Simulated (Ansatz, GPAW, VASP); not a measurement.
GaGe: programs and potentials compared

```
Ge Ga
1.0
     0.00000    2.89784    2.89784
     2.89784    0.00000    2.89784
     2.89784    2.89784    0.00000
Ge Ga
1 1
Direct
  0.00000 0.00000 0.00000
  0.25000 0.25000 0.25000
```

The cell comes from a database or a generator and needn't be the stable form of this composition.

Alike in all runs: task equation of state; functional PBE; k mesh 8 × 8 × 8; occupations fermi-dirac, width 0.05 eV; no spin polarisation; no spin-orbit coupling.

```csv
program and potentials,plane-wave cutoff (eV),notes,equilibrium volume (Å³/atom),bulk modulus (GPa)
"GPAW, GPAW PAW data sets (gpaw-data 1.2.1)",600,-,24.73,49.0
"Ansatz, all-electron LAPW, scalar-relativistic",-,-,24.45,48.4
"VASP, PBE PAW files Ga_d, Ge_d, 520 eV",520,-,?,?
"Ansatz, Ansatz PAW (earlier soft set)",420,-,24.45,48.4
```

Task: Estimate from the other rows what the run with VASP, PBE PAW files Ga_d, Ge_d, 520 eV gave.

Result: Equilibrium volume 24.48 Å³/atom; bulk modulus 48.2 GPa. The other rows, which needn't bracket it: equilibrium volume 24.45 to 24.73; bulk modulus 48.4 to 49.0.
